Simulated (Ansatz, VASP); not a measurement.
## CoSi2 in two plane-wave programs

One calculation is typed for both programs; each brings its own data sets. How far apart do they land? The cell is taken from a series of runs on this material, whose earlier steps may have relaxed, scaled, displaced or heated it; both programs get it as it stands.

Main program and level: Ansatz 0.2.0; plane waves, with VASP 6.6.1 beside it; zone-centre phonons at PBEsol.

### Step 1. Starting point

Symmetry: Fm-3m, No. 225, cubic system. The conventional cell has a = 5.129 Å, b = 5.129 Å, c = 5.129 Å, α = 90.00°, β = 90.00°, γ = 90.00°. Nearest to Si lie 4 Co at 2.22 Å. Nearest to Co lie 8 Si at 2.22 Å. Farther neighbours are not listed.

Structure file:

```cif
data_structure
_symmetry_space_group_name_H-M 'Fm-3m'
_symmetry_Int_Tables_number 225
_cell_length_a 5.1292
_cell_length_b 5.1292
_cell_length_c 5.1292
_cell_angle_alpha 90.000
_cell_angle_beta 90.000
_cell_angle_gamma 90.000
_cell_volume 134.94
loop_
_atom_site_label
_atom_site_type_symbol
_atom_site_symmetry_multiplicity
_atom_site_Wyckoff_symbol
_atom_site_fract_x
_atom_site_fract_y
_atom_site_fract_z
_atom_site_occupancy
Si1 Si 8 c 0.25000 0.75000 0.75000 1
Co1 Co 4 a 0.00000 0.00000 0.00000 1
```

### Step 2. Ansatz: zone-centre phonons, PBEsol

Ansatz runs on its PAW soft_1 files.

Second derivatives magnify differences that forces hide, and they need a tight electronic threshold.

File input.yaml:

```yaml
crystal:
  lattice:
    - [0.0, 2.5646053381, 2.5646053381]
    - [2.5646053381, 0.0, 2.5646053381]
    - [2.5646053381, 2.5646053381, 0.0]
  atoms:
    - { symbol: Si, position: [0.25, 0.25, 0.25] }
    - { symbol: Si, position: [0.75, 0.75, 0.75] }
    - { symbol: Co, position: [0.0, 0.0, 0.0] }
kpoints:
  mp_grid: { grid: [16, 16, 16] }
hamiltonian:
  xc: pbesol
  pseudopotentials: { kind: paw, azcp: { folder: soft_1 }, xc_functional: pbe }
scf:
  occupations: { method: methfessel_paxton, width: 0.2 }
output:
  eigenvalues: true
phonons:
  method: dfpt
```

Started as:

```console
ansatz run input.yaml --threads 4 --pin off --max-ram 10240MiB --backend cpu --events-out ev --progress --plain --runs-dir out
```

Numbers of over 12 decimals in the logs are rounded to 6 here.

The log of the run:

```text
zone centre: on kpoints.mp_grid the ground state, and the responses unless they are solved on pairs of k-points, stand on 349 of the mesh's 4096 k-points, reduced under 8 symmetry operations, with k and −k counted as one. Each operation leaves every solved displacement unchanged or reverses it
Engine: ansatz 0.2.0, x86_64-unknown-linux-gnu
Pseudopotentials: kind: paw
Pseudopotential: Si, paw, valence charge 4, recommended cutoff 420 eV (normal), soft_1/Si.paw.azcp
Pseudopotential: Co, paw, valence charge 17, recommended cutoff 420 eV (normal), soft_1/Co.paw.azcp
Functional definition: PBEsol
  exchange = pbesol_x
  correlation = pbesol_c
Crystal: 3 atoms, lattice volume = 33.736 Å³
Basis set: ecut = 420 eV, 645 PW (Γ), exchange–correlation on 50×50×50 points (8 copies of the dense FFT grid, shifted against one another)
Bands: 17, of which v1, the nominal top of the filled ones, is band 13 counted from 1 (12 counted from 0)
Symmetry: 48 space group operations
k-points: 349 of 4096 (irreducible under 8 space group operations, time reversal used)
Non-local potential: Si, projectors of the file, l = 0: 2, l = 1: 2, l = 2: 1
Non-local potential: Co, projectors of the file, l = 0: 3, l = 1: 2, l = 2: 3, l = 3: 1
PAW form: soft (Blöchl's): semilocal exchange-correlation on the pseudo side does not see the compensation charge
PAW frozen core: Si, regenerated for the run's functional, and the local potential with it (the file was generated under x = pbe(κ = 0.804, μ = 0.219515), c = pbe(β = 0.066725))
PAW frozen core: Co, regenerated for the run's functional, and the local potential with it (the file was generated under x = pbe(κ = 0.804, μ = 0.219515), c = pbe(β = 0.066725))
PAW one-centre angular grid: Si, 110 points (default); XC on 64 Gauss nodes
PAW one-centre angular grid: Co, 590 points (default); XC on 64 Gauss nodes
Initial density: superposition of atomic densities (chi_scale 0.1, normalization cell, long waves kept (reshape's long-wave potential 0.00 eV rms))
Initial wavefunctions: pseudopotential atomic-orbital guess
Functional: x = pbesol(κ = 0.804, μ = 0.123457), c = pbesol(β = 0.046)
SCF iter   1: F=—  HF=-6338.548802 eV  |F-HF|=—  |Δ(HF+E_count)|=         —  Δρ=1.29e-1  dr2=6.34e0  ethr=3.10e-3  ⟨swp⟩=5.1  Hψ=30583  notcnv=0
preconditioner: auto → Kerker (q_TF=auto, 2.595 Å⁻¹)  [metal: Δε(μ)=0.011 eV  Ē_g=9.683 eV  σ=0.200 eV  W_gap=0.05  n_scr=14 (ndim 8)  ℏωp=26.4 eV  f_vac=0.000  D(μ)=0.80/eV (n_scr^D=0)]
SCF iter   2: F=—  HF=-6337.922375 eV  |F-HF|=—  |Δ(HF+E_count)|=   6.26e-1  S|Δr|=    0.00e0  Δρ=5.97e-2  dr2=1.80e0  ethr=3.10e-3  ⟨swp⟩=2.7  Hψ=12300  notcnv=0  defer=79
SCF iter   3: F=—  HF=-6337.474140 eV  |F-HF|=—  |Δ(HF+E_count)|=   4.48e-1  S|Δr|=    0.00e0  Δρ=2.14e-2  dr2=2.07e-1  ethr=3.10e-3  ⟨swp⟩=2.3  Hψ=10390  notcnv=0  defer=79
SCF iter   4: F=—  HF=-6337.447004 eV  |F-HF|=—  |Δ(HF+E_count)|=   2.71e-2  S|Δr|=    0.00e0  Δρ=9.55e-3  dr2=2.15e-2  ethr=8.27e-4  ⟨swp⟩=1.5  Hψ=8868  notcnv=0  defer=79
SCF iter   5: F=—  HF=-6337.447037 eV  |F-HF|=—  |Δ(HF+E_count)|=   3.27e-5  S|Δr|=    0.00e0  Δρ=3.20e-3  dr2=4.30e-3  ethr=8.60e-5  ⟨swp⟩=1.0  Hψ=6100  notcnv=0  defer=77
SCF iter   6: F=—  HF=-6337.446428 eV  |F-HF|=—  |Δ(HF+E_count)|=   6.09e-4  S|Δr|=    0.00e0  Δρ=9.38e-4  dr2=4.30e-4  ethr=1.72e-5  ⟨swp⟩=1.0  Hψ=5933  notcnv=0  defer=77
SCF iter   7: F=—  HF=-6337.446379 eV  |F-HF|=—  |Δ(HF+E_count)|=   4.90e-5  S|Δr|=    0.00e0  Δρ=1.26e-4  dr2=8.77e-6  ethr=1.72e-6  ⟨swp⟩=2.1  Hψ=8842  notcnv=0  defer=77
SCF iter   8: F=—  HF=-6337.446382 eV  |F-HF|=—  |Δ(HF+E_count)|=   2.58e-6  S|Δr|=    0.00e0  Δρ=1.12e-5  dr2=5.47e-8  ethr=3.51e-8  ⟨swp⟩=2.1  Hψ=7651  notcnv=0  defer=77
SCF iter   9: F=—  HF=-6337.446381 eV  |F-HF|=—  |Δ(HF+E_count)|=   8.45e-7  S|Δr|=    0.00e0  Δρ=3.45e-6  dr2=3.40e-9  ethr=2.19e-10  ⟨swp⟩=2.0  Hψ=8829  notcnv=0  defer=77
SCF iter  10: F=-6337.446381 eV  HF=-6337.446381 eV  |F-HF|=7.28e-12  |Δ(HF+E_count)|=  4.58e-10  S|Δr|=    0.00e0  Δρ=1.90e-7  dr2=6.22e-12  ethr=1.00e-12  ⟨swp⟩=6.3  Hψ=32724  notcnv=0
SCF 1 converged in 10 iterations: F = -6337.446381 eV  dr2 = 6.22e-12
  greatest PAW one-centre occupation: 1.001 electrons in one spin orbital (limit 2), on the Co atom at site 2 (counted from 0), in its partial waves of l = 1
DFPT response loops at Γ: preconditioner auto → Kerker (q_TF=auto, 2.595 Å⁻¹) (partly filled bands, converged f_vac=0.000); β = 1.00, the filter's whole step (`scf.mixing.beta` (0.50) is not read by the response loops under this deck's `scf.mixing.preconditioner`; to damp them name `kerker` or `kerker_dos`, under which they read `scf.mixing.beta`, and type it under 1.00, their step now; both keys bind the ground state too); Broyden in place of MSR1
SCF converged after 10 iterations
Stability not checked: this state was not tested for a lower state beside it, because cold or Methfessel-Paxton smearing, or corrected tetrahedra, fill the levels in a way that the test cannot read (fill_not_monotonic; see scf.lower_state_search)
Free energy (F): -6337.446381 eV
Harris-Foulkes:  -6337.446381 eV  (|F-HF|=7.28e-12)
Internal energy: -6337.446974 eV  (E = F + TS)
E sigma→0 (E₀):  -6337.446529 eV
Entropy (-TS):   0.000594 eV (0.198 meV/atom)
Fermi energy:    14.967942 eV
--- Per-component energies (eV) ---
  E_band       = -239.610308
  E_kinetic    = 394.093657
  E_local      = -3761.106486  (includes V_loc(G=0)·N_el)
  E_nonlocal   = 484.157570
  E_hartree    = 1716.436906
  E_xc         = -212.282676
  E_vxc        = -225.667998  (∫ρ·V_xc dr)
  E_paw        = -2537.998677  (= ΣΔE_a)
  E_vpaw       = -563.960953  (= ΣTr[D̂ρ^β])
  E_aug_tail   = 0.000082  (compensation charges beyond the density's cutoff)
  E_ewald      = -2420.998891
  E_core_change = 0.251541  (= ΣΔE_core)
  E_smearing   = 0.000594  (= −TS)
  E_closure    = 0.000000  (closes the sum)
  Σ components = -6337.446381   (vs F -6337.446381, Δ=0.00e0)
--- Band table (eV; the first three rows and the last of 349) ---
  k-point 0: bands = [... 9 lower, 12.6053, 17.1327, 18.4276, 18.4276, 18.4276, 18.9816, 18.9816, 18.9816]
  k-point 1: bands = [... 9 lower, 12.5837, 16.9879, 17.5976, 18.0456, 18.0456, 19.4157, 19.4157, 20.0208]
  k-point 2: bands = [... 9 lower, 12.5295, 15.9416, 17.4947, 17.4947, 17.6528, 19.9999, 19.9999, 20.5045]
  k-point 348: bands = [... 9 lower, 12.2847, 12.6305, 13.1910, 14.1675, 19.2339, 19.2339, 20.9113, 22.0507]
--- Phonons (Γ-DFPT): 2 representative perturbations + reference, on 349 of 4096 k-points (Σ response iterations 6) ---
  k mesh reduced under 8 symmetry operations, with k and −k counted as one. Each operation leaves every solved displacement unchanged or reverses it
  ASR residual: 5.493e-5 → 0.000e0 eV/Å²; symmetrization residual: 2.891e-9 eV/Å²
  ASR residual per site (eV/Å²): 5.49e-5 5.49e-5 5.49e-5
  Γ frequencies (cm⁻¹): 0.00 0.00 0.00 415.85 415.85 415.85 416.49 416.49 416.49
  non-analytic LO–TO correction: not included (Born effective charges unavailable; polar crystals: no LO–TO splitting at Γ)
```

Reading the cycles: dr2 is the Hartree energy of the density residual (eV), the measure of convergence; HF is the Harris–Foulkes estimate of the energy, which meets the free energy F at convergence.

(Part 1 of 2 ends here.)

[Lines on the potential files, build, host, timing and source positions are cut from VASP's logs without a mark.]

[Logs are printed without paths, hosts, clocks, repeated set-up lines and the standing remarks that a program may print on its own settings, such as how far it seeks lower states.]

[Hosts, paths, dates, database ids (printed as entryN), source tags and the programs' standing remarks are cut or masked in the printed files.]
